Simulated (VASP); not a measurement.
Level of theory: PBE GGA, VASP's PBE PAW potentials (set 64) (plane waves; VASP).

VASP input:

### POSCAR
```
Si3N4
1
    7.5634750000     0.0000000000     0.0000000000
   -3.7817380000     6.5501620000     0.0000000000
    0.0000000000     0.0000000000     2.8895120000
Si N
6 8
Direct
  0.2310800000   0.8249500000   0.7500000000
  0.7689200000   0.1750500000   0.2500000000
  0.4061300000   0.2310800000   0.2500000000
  0.5938700000   0.7689200000   0.7500000000
  0.1750500000   0.4061300000   0.7500000000
  0.8249500000   0.5938700000   0.2500000000
  0.3333330000   0.6666670000   0.7500000000
  0.6666670000   0.3333330000   0.2500000000
  0.9691900000   0.6698500000   0.7500000000
  0.0308100000   0.3301500000   0.2500000000
  0.2993400000   0.9691900000   0.2500000000
  0.7006600000   0.0308100000   0.7500000000
  0.3301500000   0.2993400000   0.7500000000
  0.6698500000   0.7006600000   0.2500000000
```

### INCAR
```
LREAL = Auto   ! projection in real space or not
LWAVE = .False.
IBRION = 2
EDIFF = 1E-6
EDIFFG = -0.01   ! ionic stop
SYSTEM = Si3N4
PREC = Accurate
NELM = 100   ! most electronic steps
ENCUT = 400   ! plane-wave cut-off (eV)
ALGO = Normal
LASPH = .True.   ! aspherical one-centre terms
SIGMA = 0.01
NSW = 50
ISIF = 3   ! ions, shape and volume
LCHARG = .False.
GGA = PE   ! PBE
ISMEAR = 0   ! Gaussian
```

File KPOINTS:
```
Automatic mesh
0
Gamma
5 5 11
0 0 0
```

POTCAR, in this order: Si N (PBE.64 set). Program: vasp_std.

The run wrote:

**OSZICAR**
```
...
       N       E                     dE             d eps       ncg     rms          rms(c)
DAV:   1    -0.114660569443E+03   -0.28746E+00   -0.10318E+01  2688   0.178E+01    0.467E+00
DAV:   2    -0.114309019801E+03    0.35155E+00   -0.12012E+00  2704   0.496E+00    0.148E+00
DAV:   3    -0.114291975269E+03    0.17045E-01   -0.10759E-01  2896   0.137E+00    0.565E-01
DAV:   4    -0.114287636302E+03    0.43390E-02   -0.10030E-02  2824   0.443E-01    0.253E-01
DAV:   5    -0.114286710131E+03    0.92617E-03   -0.15092E-03  2864   0.178E-01    0.111E-01
DAV:   6    -0.114286620825E+03    0.89307E-04   -0.39601E-04  2840   0.884E-02    0.258E-02
DAV:   7    -0.114286612305E+03    0.85200E-05   -0.46618E-05  2880   0.334E-02    0.114E-02
DAV:   8    -0.114286612937E+03   -0.63205E-06   -0.39296E-06  2712   0.108E-02
   2 F= -.11428661E+03 E0= -.11428661E+03  d E =0.864999E-01
       N       E                     dE             d eps       ncg     rms          rms(c)
DAV:   1    -0.114567593648E+03   -0.28098E+00   -0.40849E+00  2752   0.114E+01    0.296E+00
DAV:   2    -0.114432094973E+03    0.13550E+00   -0.46040E-01  2696   0.308E+00    0.948E-01
DAV:   3    -0.114424976415E+03    0.71186E-02   -0.44574E-02  2880   0.895E-01    0.326E-01
DAV:   4    -0.114423420157E+03    0.15563E-02   -0.36158E-03  2848   0.273E-01    0.162E-01
DAV:   5    -0.114423080305E+03    0.33985E-03   -0.53921E-04  2864   0.108E-01    0.780E-02
DAV:   6    -0.114423065220E+03    0.15086E-04   -0.17576E-04  2816   0.584E-02    0.165E-02
DAV:   7    -0.114423061755E+03    0.34644E-05   -0.19690E-05  2880   0.213E-02    0.732E-03
DAV:   8    -0.114423062129E+03   -0.37412E-06   -0.11188E-06  1856   0.620E-03
   3 F= -.11442306E+03 E0= -.11442306E+03  d E =-.499493E-01
       N       E                     dE             d eps       ncg     rms          rms(c)
DAV:   1    -0.114423078059E+03   -0.16304E-04   -0.57586E-04  2840   0.135E-01    0.346E-02
DAV:   2    -0.114423059753E+03    0.18306E-04   -0.65914E-05  2832   0.369E-02    0.109E-02
DAV:   3    -0.114423059362E+03    0.39102E-06   -0.64032E-06  2856   0.107E-02
   4 F= -.11442306E+03 E0= -.11442306E+03  d E =-.499465E-01
       N       E                     dE             d eps       ncg     rms          rms(c)
DAV:   1    -0.114423261329E+03   -0.20158E-03   -0.10407E-02  2464   0.577E-01    0.351E-02
DAV:   2    -0.114423261576E+03   -0.24673E-06   -0.15045E-04  2920   0.662E-02    0.214E-02
DAV:   3    -0.114423256454E+03    0.51221E-05   -0.24455E-05  2880   0.316E-02    0.939E-03
DAV:   4    -0.114423256260E+03    0.19355E-06   -0.57904E-06  2752   0.132E-02
   5 F= -.11442326E+03 E0= -.11442326E+03  d E =-.196898E-03
       N       E                     dE             d eps       ncg     rms          rms(c)
DAV:   1    -0.114423288255E+03   -0.31801E-04   -0.35656E-03  2504   0.338E-01    0.210E-02
DAV:   2    -0.114423288982E+03   -0.72655E-06   -0.51565E-05  2920   0.386E-02    0.126E-02
DAV:   3    -0.114423287329E+03    0.16529E-05   -0.78815E-06  2672   0.182E-02    0.569E-03
DAV:   4    -0.114423287251E+03    0.78295E-07   -0.19476E-06  2064   0.772E-03
   6 F= -.11442329E+03 E0= -.11442329E+03  d E =-.227889E-03
       N       E                     dE             d eps       ncg     rms          rms(c)
DAV:   1    -0.114423395393E+03   -0.10806E-03   -0.64125E-03  2464   0.450E-01    0.212E-02
DAV:   2    -0.114423401149E+03   -0.57565E-05   -0.11788E-04  2984   0.520E-02    0.101E-02
DAV:   3    -0.114423398683E+03    0.24665E-05   -0.37183E-06  2512   0.119E-02    0.549E-03
DAV:   4    -0.114423397973E+03    0.70961E-06   -0.29333E-06  2160   0.996E-03
   7 F= -.11442340E+03 E0= -.11442340E+03  d E =-.110722E-03
       N       E                     dE             d eps       ncg     rms          rms(c)
DAV:   1    -0.114423553284E+03   -0.15460E-03   -0.57730E-02  2464   0.135E+00    0.641E-02
DAV:   2    -0.114423607273E+03   -0.53989E-04   -0.10472E-03  2984   0.154E-01    0.299E-02
DAV:   3    -0.114423586318E+03    0.20955E-04   -0.34161E-05  2872   0.354E-02    0.160E-02
DAV:   4    -0.114423580974E+03    0.53442E-05   -0.25572E-05  2864   0.284E-02    0.352E-03
DAV:   5    -0.114423581391E+03   -0.41733E-06   -0.48884E-06  2384   0.118E-02
   8 F= -.11442358E+03 E0= -.11442358E+03  d E =-.294140E-03
       N       E                     dE             d eps       ncg     rms          rms(c)
DAV:   1    -0.114423590819E+03   -0.98452E-05   -0.68528E-03  2528   0.466E-01    0.229E-02
DAV:   2    -0.114423597328E+03   -0.65090E-05   -0.12555E-04  2976   0.534E-02    0.994E-03
DAV:   3    -0.114423594809E+03    0.25190E-05   -0.39294E-06  2536   0.122E-02    0.527E-03
DAV:   4    -0.114423594120E+03    0.68865E-06   -0.28407E-06  2120   0.976E-03
   9 F= -.11442359E+03 E0= -.11442359E+03  d E =-.306869E-03
       N       E                     dE             d eps       ncg     rms          rms(c)
DAV:   1    -0.114423673556E+03   -0.78747E-04   -0.67628E-03  2464   0.463E-01    0.262E-02
DAV:   2    -0.114423677842E+03   -0.42866E-05   -0.14107E-04  2960   0.588E-02    0.130E-02
DAV:   3    -0.114423675898E+03    0.19444E-05   -0.60897E-06  2880   0.142E-02    0.634E-03
DAV:   4    -0.114423675606E+03    0.29214E-06   -0.22663E-06  1888   0.855E-03
  10 F= -.11442368E+03 E0= -.11442368E+03  d E =-.814854E-04
       N       E                     dE             d eps       ncg     rms          rms(c)
DAV:   1    -0.114423719937E+03   -0.44039E-04   -0.17267E-02  2464   0.740E-01    0.417E-02
DAV:   2    -0.114423730360E+03   -0.10423E-04   -0.36307E-04  2960   0.945E-02    0.208E-02
DAV:   3    -0.114423725201E+03    0.51590E-05   -0.15542E-05  2880   0.228E-02    0.103E-02
DAV:   4    -0.114423724440E+03    0.76065E-06   -0.66148E-06  2864   0.139E-02
  11 F= -.11442372E+03 E0= -.11442372E+03  d E =-.130320E-03
       N       E                     dE             d eps       ncg     rms          rms(c)
DAV:   1    -0.114423763589E+03   -0.38388E-04   -0.37242E-03  2464   0.328E-01    0.125E-02
DAV:   2    -0.114423768691E+03   -0.51021E-05   -0.62251E-05  2888   0.385E-02    0.824E-03
DAV:   3    -0.114423768104E+03    0.58716E-06   -0.24546E-06  2200   0.103E-02
  12 F= -.11442377E+03 E0= -.11442377E+03  d E =-.436636E-04
       N       E                     dE             d eps       ncg     rms          rms(c)
DAV:   1    -0.114423779613E+03   -0.10922E-04   -0.15765E-02  2432   0.675E-01    0.262E-02
DAV:   2    -0.114423801514E+03   -0.21901E-04   -0.27042E-04  2888   0.803E-02    0.171E-02
DAV:   3    -0.114423798898E+03    0.26167E-05   -0.10620E-05  2944   0.207E-02    0.107E-02
DAV:   4    -0.114423798499E+03    0.39892E-06   -0.63633E-06  2864   0.149E-02
  13 F= -.11442380E+03 E0= -.11442380E+03  d E =-.740587E-04
       N       E                     dE             d eps       ncg     rms          rms(c)
DAV:   1    -0.114423798364E+03    0.53362E-06   -0.52280E-04  2480   0.123E-01    0.368E-03
DAV:   2    -0.114423799159E+03   -0.79461E-06   -0.10391E-05  2880   0.154E-02    0.300E-03
DAV:   3    -0.114423799074E+03    0.84423E-07   -0.27578E-07  1616   0.345E-03
  14 F= -.11442380E+03 E0= -.11442380E+03  d E =-.746341E-04
       N       E                     dE             d eps       ncg     rms          rms(c)
DAV:   1    -0.114423813468E+03   -0.14310E-04   -0.58276E-03  2448   0.419E-01    0.178E-02
DAV:   2    -0.114423819905E+03   -0.64367E-05   -0.10390E-04  2912   0.479E-02    0.101E-02
DAV:   3    -0.114423817933E+03    0.19714E-05   -0.33959E-06  2376   0.112E-02    0.563E-03
DAV:   4    -0.114423817202E+03    0.73117E-06   -0.29957E-06  2016   0.102E-02
  15 F= -.11442382E+03 E0= -.11442382E+03  d E =-.181281E-04
```

### OUTCAR
```
------------------------ aborting loop because EDIFF is reached ----------------------------------------
  FORCE on cell =-STRESS in cart. coord.  units (eV):
  Direction    XX          YY          ZZ          XY          YZ          ZX
  --------------------------------------------------------------------------------------
  Total        0.0144198      0.0144198     -0.0624426     -0.0000001      0.0000000      0.0000000
  in kB        0.1583184      0.1583185     -0.6855701     -0.0000008      0.0000000      0.0000000
  external PRESSURE =      -0.1229777 kB  Pullay stress =       0.0000000 kB
  volume of cell :      145.93
      direct lattice vectors                 reciprocal lattice vectors
     7.610668385  0.000000020 -0.000000000     0.131394504  0.075860657 -0.000000000
    -3.805334719  6.591032670  0.000000000    -0.000000000  0.151721293 -0.000000000
     0.000000000  0.000000000  2.909131399     0.000000000 -0.000000000  0.343745216
 POSITION                                       TOTAL-FORCE (eV/Angst)
 -----------------------------------------------------------------------------------
     -1.37665      5.44417      2.18185        -0.002656      0.001873      0.000000
      5.18198      1.14686      0.72728         0.002656     -0.001873     -0.000000
      2.20755      1.52987      0.72728        -0.002950     -0.001364     -0.000000
      1.59778      5.06116      2.18185         0.002950      0.001364      0.000000
     -0.22113      2.67673      2.18185        -0.000294     -0.003237     -0.000000
      4.02646      3.91430      0.72728         0.000294      0.003237      0.000000
     -0.00000      4.39402      2.18185         0.000000      0.000000      0.000000
      3.80534      2.19701      0.72728         0.000000     -0.000000     -0.000000
      4.83232      4.41808      2.18185         0.000784     -0.004081     -0.000000
     -1.02699      2.17295      0.72728        -0.000784      0.004081      0.000000
     -1.41001      6.39395      0.72728         0.003927     -0.001361     -0.000000
      5.21534      0.19708      2.18185        -0.003927      0.001361      0.000000
      1.36834      1.97588      2.18185         0.003142      0.002720      0.000000
      2.43700      4.61516      0.72728        -0.003142     -0.002720     -0.000000
 -----------------------------------------------------------------------------------
    total drift:                                0.000000     -0.000000      0.000000
  FREE ENERGIE OF THE ION-ELECTRON SYSTEM (eV)
  ---------------------------------------------------
  free  energy   TOTEN  =      -114.4238172022 eV

  energy  without entropy=     -114.4238172022  energy(sigma->0) =     -114.42381720

 reached required accuracy - stopping structural energy minimisation
```
(Selected blocks of OUTCAR.)

### CONTCAR
```
Si3N4
   1.00000000000000
     7.6106683854868242    0.0000000200473270   -0.0000000000000000
    -3.8053347194737843    6.5910326702381212    0.0000000000000000
     0.0000000000000000    0.0000000000000000    2.9091313987027534
  Si              N
     6     8
Direct
     0.2321138970427283    0.8259964853583529    0.7500000000000000
     0.7678861029572717    0.1740035146416471    0.2500000000000000
     0.4061174116852437    0.2321138970435026    0.2500000000000000
     0.5938825883147564    0.7678861029564976    0.7500000000000000
     0.1740035146425155    0.4061174116851497    0.7500000000000000
     0.8259964853574845    0.5938825883148502    0.2500000000000000
     0.3333330000000032    0.6666669999999968    0.7500000000000000
     0.6666669999999968    0.3333330000000032    0.2500000000000000
     0.9700990331902419    0.6703166340319022    0.7500000000000000
     0.0299009668097580    0.3296833659680981    0.2500000000000000
     0.2997823991584586    0.9700990331907646    0.2500000000000000
     0.7002176008415413    0.0299009668092356    0.7500000000000000
     0.3296833659682167    0.2997823991588625    0.7500000000000000
     0.6703166340317833    0.7002176008411375    0.2500000000000000
```

At this cut-off the stress carries a Pulay error, which pulls relaxed volumes low.

The structure comes from a computed database's Si3N4 entry; how it stands against other phases isn't given here. This run relaxes it. Symmetry was kept, so distortions that lower it aren't found. The run is one of a series of settings (EDIFFG = -0.01, IBRION = 2, ISIF = 3, NSW = 50 against the base run), some of them coarse on purpose.
